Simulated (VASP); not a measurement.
These are PBE GGA, VASP's PBE PAW potentials (set 64) (plane waves; VASP) values and carry that method's errors.

The input files of a VASP run:

### INCAR
```
# general
SYSTEM = NaF
PREC   = Accurate
ENCUT  = 520
LREAL  = .FALSE.   # projection in real space or not
LASPH  = .TRUE.   # aspherical one-centre terms

# electronic loop
EDIFF  = 1E-7   # SCF stop (eV)
NELM   = 100   # most electronic steps
ALGO   = Normal   # blocked Davidson

# smearing
ISMEAR = 0   # Gaussian
SIGMA  = 0.05   # width (eV)

# functional
GGA    = PE   # PBE

# ions
ISIF   = 2

# output
LWAVE  = .FALSE.
LCHARG = .FALSE.
```

**KPOINTS**
```
kpoints
0
Gamma
10 10 10
0 0 0
```

**POSCAR**
```
NaF
2.3692790
  0.0000000000   0.9999999077   0.9999999077
  0.9999999077   0.0000000000   0.9999999077
  0.9999999077   0.9999999077   0.0000000000
Na F
1 1
Cart
  0.0000000000   0.0000000000   0.0000000000
  0.9999999077   0.9999999077   0.9999999077
```

POTCAR, in this order: Na_pv F (PBE.64 set). Program: vasp_std.

What will the output report for the number of irreducible k-points (NKPTS), largest plane-wave count, number of space-group operations, FFT grid (NGX, NGY, NGZ)?

The number of irreducible k-points (NKPTS) comes out as 47. The largest plane-wave count is 728 and the number of space-group operations is 48. The FFT grid (NGX, NGY, NGZ) comes out as 28 × 28 × 28.

The compound is NaF in the rock salt structure. This cell is one point of a volume scan, at 1.03 of the reference volume.
